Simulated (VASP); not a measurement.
Calculation: r2SCAN+rVV10, VASP's PBE PAW potentials (set 64) (plane waves; VASP).

The input files of a VASP run:

**KPOINTS**
```
Regular mesh
0
Gamma
  14 14 14
```

### POSCAR
```
Pt
1
    0.0000000000     1.9579000000     1.9579000000
    1.9579000000     0.0000000000     1.9579000000
    1.9579000000     1.9579000000     0.0000000000
Pt
1
Direct
  0.0000000000   0.0000000000   0.0000000000
```

**INCAR**
```
IBRION = 2   # conjugate gradients
LMAXMIX = 6   # l cut-off of mixed one-centre charges
CPARAM = 0.0093
EDIFFG = -0.01   # ionic stop
SIGMA = 0.1   # width (eV)
LMIXTAU = .TRUE.
LASPH = .TRUE.   # aspherical one-centre terms
LUSE_VDW = .TRUE.
LWAVE = .FALSE.
EDIFF = 1E-6
BPARAM = 11.95
ISMEAR = 1
ALGO = Normal   # blocked Davidson
LREAL = .FALSE.   # projection in real space or not
METAGGA = R2SCAN
NSW = 60   # most ionic steps
NELM = 100   # most electronic steps
SYSTEM = Pt
LCHARG = .FALSE.
ISIF = 3
ENCUT = 400   # plane-wave cut-off (eV)
PREC = Accurate
```

POTCAR, in this order: Pt (PBE.64 set). Program: vasp_std.

Output of the run:

OSZICAR:
```
       N       E                     dE             d eps       ncg     rms          rms(c)
DAV:   1    -0.214690572484E+02   -0.21469E+02   -0.48948E+03  2089   0.849E+02
DAV:   2    -0.543394970336E+02   -0.32870E+02   -0.31441E+02  1974   0.164E+02
DAV:   3    -0.546210337267E+02   -0.28154E+00   -0.27824E+00  2284   0.152E+01
DAV:   4    -0.546218564366E+02   -0.82271E-03   -0.82268E-03  2097   0.880E-01
DAV:   5    -0.546218632004E+02   -0.67638E-05   -0.67642E-05  2188   0.715E-02    0.136E+01
DAV:   6    -0.509063738314E+02    0.37155E+01   -0.36428E+00  1907   0.163E+01    0.641E+00
DAV:   7    -0.512198503883E+02   -0.31348E+00   -0.56386E-01  1875   0.440E+00    0.457E+00
DAV:   8    -0.513073585595E+02   -0.87508E-01   -0.32042E-01  1903   0.365E+00    0.100E+00
DAV:   9    -0.513514077332E+02   -0.44049E-01   -0.44414E-02  1918   0.143E+00    0.190E-01
DAV:  10    -0.513538827231E+02   -0.24750E-02   -0.44521E-03  1962   0.487E-01    0.887E-02
DAV:  11    -0.513539055363E+02   -0.22813E-04   -0.20119E-04  1954   0.144E-01    0.795E-02
DAV:  12    -0.513544357654E+02   -0.53023E-03   -0.28103E-04  1914   0.104E-01    0.235E-03
DAV:  13    -0.513544355220E+02    0.24334E-06   -0.89459E-06  1951   0.291E-02
   1 F= -.51354436E+02 E0= -.51354446E+02  d E =-.513544E+02
       N       E                     dE             d eps       ncg     rms          rms(c)
DAV:   1    -0.515666343440E+02   -0.21220E+00   -0.57421E+00  1898   0.254E+01    0.304E+00
DAV:   2    -0.513216807452E+02    0.24495E+00   -0.92137E-01  1892   0.745E+00    0.130E+00
DAV:   3    -0.513319508937E+02   -0.10270E-01   -0.25756E-02  1879   0.171E+00    0.108E+00
DAV:   4    -0.513188610767E+02    0.13090E-01   -0.12165E-01  1895   0.213E+00    0.597E-01
DAV:   5    -0.513359965550E+02   -0.17135E-01   -0.45580E-02  1875   0.142E+00    0.720E-02
DAV:   6    -0.513361001268E+02   -0.10357E-03   -0.35610E-04  2060   0.195E-01    0.200E-02
DAV:   7    -0.513361407280E+02   -0.40601E-04   -0.66503E-05  1896   0.949E-02    0.115E-02
DAV:   8    -0.513361619724E+02   -0.21244E-04   -0.10269E-05  1918   0.331E-02    0.418E-03
DAV:   9    -0.513361587472E+02    0.32251E-05   -0.13122E-06  1215   0.118E-02    0.178E-03
DAV:  10    -0.513361598740E+02   -0.11267E-05   -0.57265E-08   942   0.227E-03    0.142E-03
DAV:  11    -0.513361595598E+02    0.31412E-06   -0.15776E-08   956   0.139E-03
   2 F= -.51336160E+02 E0= -.51336195E+02  d E =0.182760E-01
       N       E                     dE             d eps       ncg     rms          rms(c)
DAV:   1    -0.514824328464E+02   -0.14627E+00   -0.31648E+00  1907   0.190E+01    0.255E+00
DAV:   2    -0.513508415698E+02    0.13159E+00   -0.46311E-01  1891   0.545E+00    0.700E-01
DAV:   3    -0.513541559529E+02   -0.33144E-02   -0.15128E-02  1880   0.135E+00    0.616E-01
DAV:   4    -0.513565043466E+02   -0.23484E-02   -0.64421E-03  2177   0.503E-01    0.359E-01
DAV:   5    -0.513566451886E+02   -0.14084E-03   -0.55110E-04  2255   0.201E-01    0.249E-02
DAV:   6    -0.513566905842E+02   -0.45396E-04   -0.27985E-04  1911   0.181E-01    0.138E-02
DAV:   7    -0.513567526535E+02   -0.62069E-04   -0.16502E-05  1895   0.474E-02    0.981E-03
DAV:   8    -0.513567593338E+02   -0.66803E-05   -0.90821E-06  1939   0.266E-02    0.191E-03
DAV:   9    -0.513567629476E+02   -0.36138E-05   -0.46840E-07   941   0.710E-03    0.579E-04
DAV:  10    -0.513567626778E+02    0.26986E-06   -0.43179E-09   961   0.829E-04
   3 F= -.51356763E+02 E0= -.51356779E+02  d E =-.232716E-02
```

**OUTCAR**
```
------------------------ aborting loop because EDIFF is reached ----------------------------------------
  FORCE on cell =-STRESS in cart. coord.  units (eV):
  Direction    XX          YY          ZZ          XY          YZ          ZX
  --------------------------------------------------------------------------------------
  Total       -0.0044546     -0.0044546     -0.0044546      0.0000000      0.0000000      0.0000000
  in kB       -0.4692196     -0.4692196     -0.4692196      0.0000000      0.0000000      0.0000000
  external PRESSURE =      -0.4692196 kB  Pullay stress =       0.0000000 kB
  volume of cell :       15.21
      direct lattice vectors                 reciprocal lattice vectors
     0.000000000  1.966551412  1.966551412    -0.254252188  0.254252188  0.254252188
     1.966551412  0.000000000  1.966551412     0.254252188 -0.254252188  0.254252188
     1.966551412  1.966551412  0.000000000     0.254252188  0.254252188 -0.254252188
 POSITION                                       TOTAL-FORCE (eV/Angst)
 -----------------------------------------------------------------------------------
      0.00000      0.00000      0.00000         0.000000      0.000000      0.000000
 -----------------------------------------------------------------------------------
    total drift:                                0.000000     -0.000000      0.000000
  FREE ENERGIE OF THE ION-ELECTRON SYSTEM (eV)
  ---------------------------------------------------
  free  energy   TOTEN  =       -51.3567626778 eV

  energy  without entropy=      -51.3568119147  energy(sigma->0) =      -51.35677909

 reached required accuracy - stopping structural energy minimisation
```
(Selected blocks of OUTCAR.)

File CONTCAR:
```
Pt
   1.00000000000000
     0.0000000000000000    1.9665514120985981    1.9665514120985981
     1.9665514120985981    0.0000000000000000    1.9665514120985981
     1.9665514120985981    1.9665514120985981    0.0000000000000000
  Pt
     1
Direct
     0.0000000000000000    0.0000000000000000    0.0000000000000000
```

### OUTCAR
```
 val. band max:       10.8177551490   @ k =   0.5000   0.3571   0.0714

 cond. band min:      10.8247957629   @ k =   0.4286   0.1429   0.0000


 Fermi energy:        10.8224787662

 k-point     1 :       0.0000    0.0000    0.0000
  band No.  band energies     occupation
      1       0.4253      2.00000
      2       6.9811      2.00000
      3       6.9811      2.00000
      4       6.9811      2.00000
      5       9.1186      2.00000
      6       9.1186      2.00000
      7      26.3321      0.00000
      8      31.4509      0.00000
      9      31.4509      0.00000

 k-point     2 :       0.0714    0.0000    0.0000
  band No.  band energies     occupation
      1       0.6370      2.00000
      2       6.8889      2.00000
      3       7.0642      2.00000
      4       7.0642      2.00000
      5       9.0743      2.00000
      6       9.0743      2.00000
      7      26.6534      0.00000
      8      30.4127      0.00000
      9      31.7695      0.00000

 k-point     3 :       0.1429    0.0000    0.0000
  band No.  band energies     occupation
      1       1.2381      2.00000
      2       6.6801      2.00000
      3       7.2554      2.00000
      4       7.2554      2.00000
      5       9.0120      2.00000
      6       9.0120      2.00000
      7      27.4461      0.00000
      8      28.4099      0.00000
      9      32.6727      0.00000

 k-point     4 :       0.2143    0.0000    0.0000
  band No.  band energies     occupation
      1       2.0953      2.00000
      2       6.5608      2.00000
      3       7.3709      2.00000
      4       7.3709      2.00000
      5       9.1385      2.00000
      6       9.1385      2.00000
      7      26.0978      0.00000
      8      28.1327      0.00000
      9      33.9515      0.00000

 k-point     5 :       0.2857    0.0000    0.0000
  band No.  band energies     occupation
      1       2.8906      2.00000
      2       6.9026      2.00000
      3       7.2793      2.00000
...
```

Unless said otherwise, spin-orbit coupling is left out, though it shifts the bands of the heavy elements here.

The structure comes from a measured Pt entry (Fm-3m) of the Crystallography Open Database, whose conditions weren't checked. This run relaxes it. Symmetry was kept, so distortions that lower it aren't found.
